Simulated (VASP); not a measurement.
OSZICAR of a VASP run on Bi:

OSZICAR:
```
       N       E                     dE             d eps       ncg     rms           ort
SDA:   1    -0.102639078750E+01   -0.10264E+01    0.00000E+00    13   0.277E-08   0.000E+00
 trl   2    -0.102639078707E+01    0.42701E-09   -0.10568E-08    13   0.277E-08  -0.349E-08
CGA:   3    -0.102639078826E+01   -0.76534E-09   -0.10568E-08    13   0.111E-09  -0.144E-09
   1 F= -.10263908E+01 E0= -.10263908E+01  d E =-.894540E-13  mag=     3.0000
```

### Question
Which electronic solver shows in the log?

### Answer
It is steepest descent (the opening step of the all-band solvers) and then all-band conjugate gradients (ALGO = All or Conjugate). The INCAR had ALGO = All.

### Question
How was spin treated?

### Answer
Collinear spin (ISPIN = 2): the summary line carries one mag value, 3.00 μB in the cell.

### Question
Can the final energy be trusted as converged?

### Answer
The calculation finished and met its thresholds. It stopped with EDIFF = 1E-6, NELM = 200 (LDA (Ceperley-Alder, Perdew-Zunger), plane waves, VASP's LDA PAW potentials (set 64)). The atom may not be in its lowest state.

The cell is a free atom in a box. The total moment is imposed (NUPDOWN), so this need not be the lowest spin state.
